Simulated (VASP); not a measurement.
An input for Ansatz (written as the equivalent of a VASP run, and not itself run):

Ansatz 0.2 input:
```yaml
crystal:
  lattice:
    - [3.4800000, 0.0000000, 0.0000000]
    - [-1.7400000, 3.0137680, 0.0000000]
    - [0.0000000, 0.0000000, 5.5900000]
  atoms:
    - { symbol: Pb, position: [0.3333330, 0.6666670, 0.2500000] }
    - { symbol: Pb, position: [0.6666670, 0.3333330, 0.7500000] }
kpoints:
  mp_grid: { grid: [11, 11, 6] }
hamiltonian:
  xc: pbesol
  pseudopotentials: { kind: paw }
scf:
  occupations: { method: methfessel_paxton, width: 0.1 }
  max_iter: 100
relax:
  max_steps: 60
  f_tol: 0.01
  cell: {}
output: { forces: true, stress: true, eigenvalues: true }
```

Translate this input to VASP (INCAR, KPOINTS, POSCAR, choice of POTCAR).

One answer among several that fit: 
File KPOINTS:
```
Automatic mesh
0
Gamma
11 11 6
0 0 0
```

**INCAR**
```
# general
SYSTEM  = Pb
PREC    = Accurate
ENCUT   = 400   # plane-wave cut-off (eV)
LREAL   = .False.   # projection in real space or not
LASPH   = .True.   # aspherical one-centre terms

# electronic loop
EDIFF   = 1E-6   # SCF stop (eV)
NELM    = 100   # most electronic steps
ALGO    = Normal
LMAXMIX = 4   # l cut-off of mixed one-centre charges

# smearing
ISMEAR  = 1   # Methfessel-Paxton
SIGMA   = 0.1   # width (eV)

# functional
GGA     = PS   # PBEsol

# ions
IBRION  = 2
NSW     = 60
ISIF    = 3
EDIFFG  = -0.01   # ionic stop

# output
LWAVE   = .False.
LCHARG  = .False.
```

### POSCAR
```
Pb
1
    3.4800000000     0.0000000000     0.0000000000
   -1.7400000000     3.0137680000     0.0000000000
    0.0000000000     0.0000000000     5.5900000000
Pb
2
Direct
  0.3333330000   0.6666670000   0.2500000000
  0.6666670000   0.3333330000   0.7500000000
```

POTCAR, in this order: Pb_d (PBE.64 set). Program: vasp_std.

Limits of the translation: each code has its own PAW files, so the cut-off isn't converted (ENCUT is set for VASP's; basis.ecutwfc is left out, and Ansatz then takes the one that its files recommend); Ansatz stops its SCF on the density residual and VASP on the energy change (EDIFF).

The structure comes from a measured Pb entry (P6_3/mmc) of the Crystallography Open Database, whose conditions weren't checked. This run relaxes it. Symmetry was kept, so distortions that lower it aren't found.
